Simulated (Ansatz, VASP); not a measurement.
**Sc3S in VASP and in Ansatz**

```
Sc S
1.0
     3.48518    0.00000    0.00000
    -1.74259    3.01825    0.00000
     0.00000    0.00000    8.38116
Sc S
3 1
Direct
  0.33333 0.66667 0.81598
  0.66667 0.33333 0.18402
  0.00000 0.00000 0.50000
  0.00000 0.00000 0.00000
```

Alike in both runs: functional PBE; k mesh 18 × 18 × 6; occupations gaussian, width 0.1 eV; no spin polarisation.

Ansatz relaxed the structure, and its values are those at the end. VASP's run is a single point on that final structure, the one shown.

```csv
,VASP,Ansatz
version,VASP 6.6.1,Ansatz 0.2.0
potentials or method,"VASP PAW PBE potentials, release 64 (Sc_sv, S)","scalar-relativistic, plane waves, PAW"
plane-wave cutoff (eV),520,420
valence electrons in the cell,39,39
```

Ansatz gave:

| Quantity | Value |
| --- | --- |
| gap on the k mesh at the Fermi level (eV) | none |
| pressure (GPa) | 0.0 |
| rms of the force components (eV/Å) | 0.000 |

Task: Which values does VASP return?

Result: gap on the k mesh at the Fermi level (eV): none; pressure (GPa): 0.2; rms of the force components (eV/Å): 0.014.

A gap of «none» marks a metal or a gap that the smearing closes.
